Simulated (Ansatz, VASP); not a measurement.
Rb2NbF6: VASP beside Ansatz

```xyz
9
Lattice="6.0709 0.0000 0.0000 -3.0354 5.2576 0.0000 0.0000 0.0000 4.8006" Properties=species:S:1:pos:R:3 pbc="T T T"
Rb    0.0000    3.5050    3.2116
Rb    3.0354    1.7525    1.5890
Nb    0.0000    0.0000    0.0000
F    -1.6149    4.4374    0.9697
F     0.0000    1.6404    0.9697
F     1.6149    4.4374    0.9697
F     4.6503    0.8202    3.8309
F     1.4206    0.8202    3.8309
F     3.0354    3.6172    3.8309
```

Alike in both runs: task single point; functional LDA; k mesh 4 × 4 × 4; occupations gaussian, width 0.05 eV; collinear spin.

|  | VASP | Ansatz |
| --- | --- | --- |
| version | VASP 6.6.1 | Ansatz 0.2.0 |
| potentials or method | VASP PAW LDA potentials, release 64 (Rb_sv, Nb_sv, F) | scalar-relativistic, plane waves, PAW |
| plane-wave cutoff (eV) | 520 | 420 |
| valence electrons in the cell | 73 | 73 |

```csv
,VASP,Ansatz,Ansatz less VASP
gap on the k mesh at the Fermi level (eV),none,none,-
pressure (GPa),4.1,4.0,-0.08
largest component of the traceless stress (GPa),1.69,1.66,-0.030
rms of the force components (eV/Å),0.910,0.877,-0.0325
net moment per atom (μB),0.11,0.11,0.000
size of the moment on the site where the two differ most (μB),0.72,0.41,-0.314
```

Site moments also hang on the region over which each program counts them. Atom by atom the forces differ by 0.033 eV/Å (rms over components). A gap of «none» marks a metal or a gap that the smearing closes. Ansatz warned: «specified_occupation_not_kept».

Caveats: forces of over 1 eV/Å show positions far from the minimum, so gaps and moduli don't describe the material at rest.
